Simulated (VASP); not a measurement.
# SiB2 (P6_3/mmc) in VASP: a series of runs

Aim: see how the results for SiB2 move with the level of theory and the settings. Levels: PBE, r2SCAN. Tasks: relaxation of cell and atoms, single point.

All numbers are computed with VASP 6.6.1; they aren't measurements. Logs are shortened: lines on timing, memory, paths and dates and some standing lists are left out, and cuts for length are marked.

### Step 1. Starting point

It takes space group P6_3/mmc (No. 194, hexagonal). The conventional cell has a = 2.977 Å, b = 2.977 Å, c = 7.277 Å, α = 90.00°, β = 90.00°, γ = 120.00°. Si (site symmetry -6m2) has 2 B at 2.01 Å as nearest neighbours. B (site symmetry 3m) has 3 B at 1.76 Å and 1 Si at 2.01 Å as nearest neighbours.

The cell was built by a generator and needn't be a form met in nature.

### Step 2. Relaxation of cell and atoms, PBE

INCAR reads:

```
SYSTEM = SiB2
PREC = Accurate ; ENCUT = 520
EDIFF = 1E-6 ; ISMEAR = 0
SIGMA = 0.1 ; LREAL = .FALSE.
LASPH = .TRUE. ; NELM = 120
ALGO = Normal ; ISIF = 3
LWAVE = .FALSE. ; LCHARG = .FALSE.
GGA = PE ; IBRION = 2
NSW = 90 ; EDIFFG = -0.01
KPAR = 2
```

KPOINTS reads:

```
regular mesh
0
G
  12 12 4
  0 0 0
```

POSCAR reads:

```
SiB2
1.0
    2.9768067600      0.0000000000      0.0000000000
   -1.4884033800      2.5779902700      0.0000000000
    0.0000000000      0.0000000000      7.2770000000
Si B
2 4
Direct
    0.3333333300      0.6666666700      0.2500000000
    0.6666666700      0.3333333300      0.7500000000
    0.3333333300      0.6666666700      0.9744400200
    0.6666666700      0.3333333300      0.0255599800
    0.6666666700      0.3333333300      0.4744400200
    0.3333333300      0.6666666700      0.5255599800
```

Potentials or basis: VASP PAW PBE potentials, release 64 (Si, B).

Started as:

```
cat potpaw_PBE.64/Si/POTCAR potpaw_PBE.64/B/POTCAR > POTCAR
mpirun -np 2 vasp_std > vasp.out
```

OUTCAR:

```text
SYSTEM = SiB2
   PREC = Accurate
   ENCUT = 520
   EDIFF = 1E-6
   ISMEAR = 0
   LREAL = .FALSE.
   LASPH = .TRUE.
   NELM = 120
   ISIF = 3
   GGA = PE
   IBRION = 2
   NSW = 90
   EDIFFG = -0.01

 ion  position               nearest neighbor table
   1  0.333  0.667  0.250-   3 2.01   6 2.01   4 2.37   5 2.37   4 2.37   5 2.37   5 2.37   4 2.37

   2  0.667  0.333  0.750-   4 2.01   5 2.01   3 2.37   6 2.37   3 2.37   6 2.37   3 2.37   6 2.37

   3  0.333  0.667  0.974-   4 1.76   4 1.76   4 1.76   1 2.01   2 2.37   2 2.37   2 2.37
   4  0.667  0.333  0.026-   3 1.76   3 1.76   3 1.76   2 2.01   1 2.37   1 2.37   1 2.37
   5  0.667  0.333  0.474-   6 1.76   6 1.76   6 1.76   2 2.01   1 2.37   1 2.37   1 2.37
   6  0.333  0.667  0.526-   5 1.76   5 1.76   5 1.76   1 2.01   2 2.37   2 2.37   2 2.37

  LATTYP: Found a hexagonal cell.
 ALAT       =     2.9768067600
 C/A-ratio  =     2.4445658004

  Lattice vectors:

 A1 = (   2.9768067600,   0.0000000000,   0.0000000000)
 A2 = (  -1.4884033800,   2.5779902700,   0.0000000000)
 A3 = (   0.0000000000,   0.0000000000,   7.2770000000)

Analysis of symmetry for initial positions (statically):
=====================================================================
 Subroutine PRICEL returns:
 Original cell was already a primitive cell.

 Routine SETGRP: Setting up the symmetry group for a
 hexagonal supercell.

 Subroutine GETGRP returns: Found 24 space group operations
 (whereof 12 operations were pure point group operations)
 out of a pool of 24 trial point group operations.

The static configuration has the point symmetry D_3d.
 The point group associated with its full space group is D_6h.

Analysis of symmetry for dynamics (positions and initial velocities):
=====================================================================
 Subroutine PRICEL returns:
 Original cell was already a primitive cell.

 Routine SETGRP: Setting up the symmetry group for a
 hexagonal supercell.

 Subroutine GETGRP returns: Found 24 space group operations
 (whereof 12 operations were pure point group operations)
 out of a pool of 24 trial point group operations.

The dynamic configuration has the point symmetry D_3d.
 The point group associated with its full space group is D_6h.

 Subroutine INISYM returns: Found 24 space group operations
 (whereof 12 operations are pure point group operations),
 and found     1 'primitive' translations

----------------------------------------------------------------------------------------

                                     Primitive cell

  volume of cell :      55.8450

  direct lattice vectors                    reciprocal lattice vectors
     2.976806760  0.000000000  0.000000000     0.335930438  0.193949530  0.000000000
    -1.488403380  2.577990270  0.000000000     0.000000000  0.387899059  0.000000000
     0.000000000  0.000000000  7.277000000     0.000000000  0.000000000  0.137419266

  length of vectors
     2.976806760  2.976806755  7.277000000     0.387899058  0.387899059  0.137419266

  position of ions in fractional coordinates (direct lattice)
     0.333333330  0.666666670  0.250000000
     0.666666670  0.333333330  0.750000000
     0.333333330  0.666666670  0.974440020
     0.666666670  0.333333330  0.025559980
     0.666666670  0.333333330  0.474440020
     0.333333330  0.666666670  0.525559980

  ion indices of the primitive-cell ions
   primitive index   ion index
                 1           1
                 2           2
                 3           3
                 4           4
                 5           5
                 6           6

----------------------------------------------------------------------------------------

 KPOINTS: regular mesh

Automatic generation of k-mesh.
 Grid dimensions read from file:
 generate k-points for:   12   12    4

 Generating k-lattice:

  Cartesian coordinates                     Fractional coordinates (reciprocal lattice)
     0.027994203  0.016162461  0.000000000     0.083333333  0.000000000  0.000000000
     0.000000000  0.032324922  0.000000000     0.000000000  0.083333333  0.000000000
     0.000000000  0.000000000  0.034354817     0.000000000  0.000000000  0.250000000

  Length of vectors
     0.032324922  0.032324922  0.034354817

  Shift w.r.t. Gamma in fractional coordinates (k-lattice)
     0.000000000  0.000000000  0.000000000

 Subroutine IBZKPT returns following result:
 ===========================================

 Found     57 irreducible k-points:

 Following reciprocal coordinates:
            Coordinates               Weight
  0.000000  0.000000  0.000000      1.000000
  0.083333 -0.000000  0.000000      6.000000
  0.166667  0.000000  0.000000      6.000000
  0.250000 -0.000000  0.000000      6.000000
  0.333333  0.000000  0.000000      6.000000
  0.416667 -0.000000  0.000000      6.000000
[... 16 lines left out ...]
  0.250000 -0.000000  0.250000     12.000000
  0.333333  0.000000  0.250000     12.000000
 [... further k-points ...]
   k-points           NKPTS =     57   k-points in BZ     NKDIM =     57   number of bands    NBANDS=     14
   number of dos      NEDOS =    301   number of ions     NIONS =      6
   total plane-waves  NPLWV =  31104
   dimension x,y,z NGX =    24 NGY =   24 NGZ =   54
   dimension x,y,z NGXF=    48 NGYF=   48 NGZF=  108
   ions per type =               2   4
   NGX,Y,Z   is equivalent  to a cutoff of  13.40, 13.40, 12.34 a.u.
   NGXF,Y,Z  is equivalent  to a cutoff of  26.81, 26.81, 24.67 a.u.
 SYSTEM =  SiB2
   PREC   = accura    normal or accurate (medium, high low for compatibility)
   ISTART =      0    job   : 0-new  1-cont  2-samecut
   ICHARG =      2    charge: 1-file 2-atom 10-const
   ISPIN  =      1    spin polarized calculation?
   LNONCOLLINEAR =      F non collinear calculations
   LSORBIT =      F    spin-orbit coupling
   LASPH  =      T    aspherical Exc in radial PAW
   ENCUT  =  520.0 eV  38.22 Ry    6.18 a.u.   5.53  5.53 13.53*2*pi/ulx,y,z
   NELM   =    120;   NELMIN=  2; NELMDL= -5     # of ELM steps
   EDIFF  = 0.1E-05   stopping-criterion for ELM
   LREAL  =      F    real-space projection
   EDIFFG = -.1E-01   stopping-criterion for IOM
   NSW    =     90    number of steps for IOM
   IBRION =      2    ionic relax: 0-MD 1-quasi-New 2-CG
   NFREE  =      1    steps in history (QN), initial steepest desc. (CG)
   ISIF   =      3    stress and relaxation
   ISYM   =      2    0-nonsym 1-usesym 2-fastsym
   POTIM  = 0.5000    time-step for ionic-motion
   TEBEG  =    0.0;   TEEND  =   0.0 temperature during run
   PSTRESS=    0.0 pullay stress
   NELECT =      20.0000    total number of electrons
   NUPDOWN=      -1.0000    fix difference up-down
   EMIN   =  10.00;   EMAX   =-10.00  energy-range for DOS
   EFERMI =   0.00;   METHOD = LEGACY
   ISMEAR =     0;   SIGMA  =   0.10  broadening in eV -4-tet -1-fermi 0-gaus
   EFERMI_NEDOS =   21; number of points for ismear=-14 and -15
   IALGO  =     38    algorithm
   IMIX   =      4    mixing-type and parameters
     AMIX     =   0.40;   BMIX     =  1.00
     AMIX_MAG =   1.60;   BMIX_MAG =  1.00
  volume/ion in A,a.u.               =       9.31        62.81
  Fermi-wavevector in a.u.,A,eV,Ry     =   1.162581  2.196960 18.389576  1.351596
  Thomas-Fermi vector in A             =   2.299141
   LORBIT       =      0    0 simple, 1 ext, 2 COOP (PROOUT), +10 PAW based schemes
   GGA     = PE    functional components
   LHFCALC =     F    Hartree Fock is set to
   AEXX    =    0.0000 exact exchange contribution
   IVDW    =     0    specifies the selected vdW correction
   LEPSILON=     F    determine dielectric tensor
   LRPA    =     F    only Hartree local field effects (RPA)
 conjugate gradient relaxation of ions
 non-spin polarized calculation
 Gauss-broadening in eV      SIGMA  =   0.10
  energy-cutoff  :      520.00
  volume of cell :       55.84
 maximum number of plane-waves:      1543
 NGX is ok and might be reduce to    24
   NGX = 11   NGY = 11   NGZ = 27

--------------------------------------- Ionic step        1  -------------------------------------------

 number of electron      20.0000000 magnetization

 Free energy of the ion-electron system (eV)
  ---------------------------------------------------
  ext. energy  EPLUGINS =         0.00000000
  ---------------------------------------------------
  free energy    TOTEN  =       -34.71791519 eV

  energy without entropy =      -34.71437772  energy(sigma->0) =      -34.71614646

------------------------ aborting loop because EDIFF is reached ----------------------------------------

  FORCE on cell =-STRESS in cart. coord.  units (eV):
  Direction    XX          YY          ZZ          XY          YZ          ZX
  --------------------------------------------------------------------------------------
  -------------------------------------------------------------------------------------
  Total        0.3953514      0.3953514     -0.0332890      0.0000000     -0.0000000     -0.0000000
  in kB       11.3425203     11.3425202     -0.9550532      0.0000000     -0.0000000     -0.0000000
  external PRESSURE =       7.2433291 kB  Pullay stress =       0.0000000 kB
[... 105 lines left out ...]
  energy  without entropy=      -34.7153216128  energy(sigma->0) =      -34.71713500

--------------------------------------- Ionic step        4  -------------------------------------------

 number of electron      20.0000000 magnetization

 Free energy of the ion-electron system (eV)
  ---------------------------------------------------
  ext. energy  EPLUGINS =         0.00000000
  ---------------------------------------------------
  free energy    TOTEN  =       -34.71899762 eV

  energy without entropy =      -34.71535130  energy(sigma->0) =      -34.71717446

 E-fermi :   8.6112     XC(G=0): -11.5783

 val. band max:        8.6063097382   @ k =   0.4167   0.0833   0.0000
 cond. band min:       8.6311208159   @ k =   0.2500   0.2500   0.5000
 fundamental gap:      0.0248110776
 Fermi energy:         8.6111506765

 k-point     1 :       0.0000    0.0000    0.0000
  band No.  band energies     occupation
      1      -6.7929      2.00000
      2      -4.6782      2.00000
      3      -3.9695      2.00000
      4       1.7458      2.00000
      5       4.3000      2.00000
      6       7.8865      2.00000
      7       7.8865      2.00000
      8       8.4899      1.91351
      9       8.4899      1.91351
     10      12.3657      0.00000
     11      13.9347      0.00000
     12      13.9347      0.00000
     13      14.8592      0.00000
     14      14.8592      0.00000
[... 375 lines left out ...]
 k-point    24 :       0.3333    0.0000    0.2500
  band No.  band energies     occupation
      1      -4.5835      2.00000
      2      -3.4464      2.00000
      3      -0.9026      2.00000
      4       1.7512      2.00000
      5       1.7806      2.00000
      6       3.2040      2.00000
      7       5.7175      2.00000
      8       6.0965      2.00000
      9       6.2646      2.00000
     10       7.7755      2.00000
     11       9.3920      0.00000
     12      11.3102      0.00000
     13      12.2283      0.00000
     14      12.3896      0.00000

 [... further k-points ...]
[... 5 lines left out ...]
  --------------------------------------------------------------------------------------
  -------------------------------------------------------------------------------------
  Total       -0.0101795     -0.0101795     -0.0319245      0.0000000      0.0000000     -0.0000000
  in kB       -0.2908438     -0.2908438     -0.9121333      0.0000000      0.0000000     -0.0000000
  external PRESSURE =      -0.4979403 kB  Pullay stress =       0.0000000 kB
[... 21 lines left out ...]
  FREE ENERGIE OF THE ION-ELECTRON SYSTEM (eV)
  ---------------------------------------------------
  free  energy   TOTEN  =       -34.7189976184 eV

  energy  without entropy=      -34.7153512978  energy(sigma->0) =      -34.71717446

 reached required accuracy - stopping structural energy minimisation
```

Run time: 24 s. Hardware: 2 MPI ranks of Intel Xeon Platinum 8488C (Sapphire Rapids), shared host; peak memory 0.18 GiB.

Results:

```
Free energy                            : -34.7190 eV
Relaxed volume                         : 9.35 Å³/atom
Relaxed cell                           : a = 2.984 Å, b = 2.984 Å, c = 7.274 Å, α = 90.00°, β = 90.00°, γ = 120.00°
Space group after relaxing (to 0.05 Å) : P6_3/mmc (No. 194)
Energy gained by relaxing              : 0.2 meV/atom
Ionic steps                            : 4
Pressure after relaxing                : 0.0 GPa
Largest force after relaxing           : 0.009 eV/Å
Band gap on the k mesh                 : none (metal or under the smearing width)
```

Forces in eV/Å, atoms in the order of the input:
```
Si   0.000  0.000  0.000
Si   0.000  0.000  0.000
B    0.000  0.000 -0.009
B    0.000  0.000  0.009
B    0.000  0.000 -0.009
B    0.000  0.000  0.009
```

The path:
```tsv
step	energy change (eV)	largest force (eV/Å)	pressure (GPa)	volume (Å³)
1	0.0000	0.0370	0.72	55.84
2	-0.0009	0.0091	-0.33	56.19
3	-0.0010	0.0162	-0.07	56.10
4	-0.0011	0.0090	-0.05	56.08
```

Final structure:
```yaml
crystal:
  lattice:
    - [2.98363, 0.00000, 0.00000]
    - [-1.49181, 2.58390, 0.00000]
    - [0.00000, 0.00000, 7.27371]
  atoms:
    - { symbol: Si, position: [0.33333, 0.66667, 0.25000] }
    - { symbol: Si, position: [0.66667, 0.33333, 0.75000] }
    - { symbol: B, position: [0.33333, 0.66667, 0.97415] }
    - { symbol: B, position: [0.66667, 0.33333, 0.02585] }
    - { symbol: B, position: [0.66667, 0.33333, 0.47415] }
    - { symbol: B, position: [0.33333, 0.66667, 0.52585] }
```

(Part 1 of 2 ends here.)
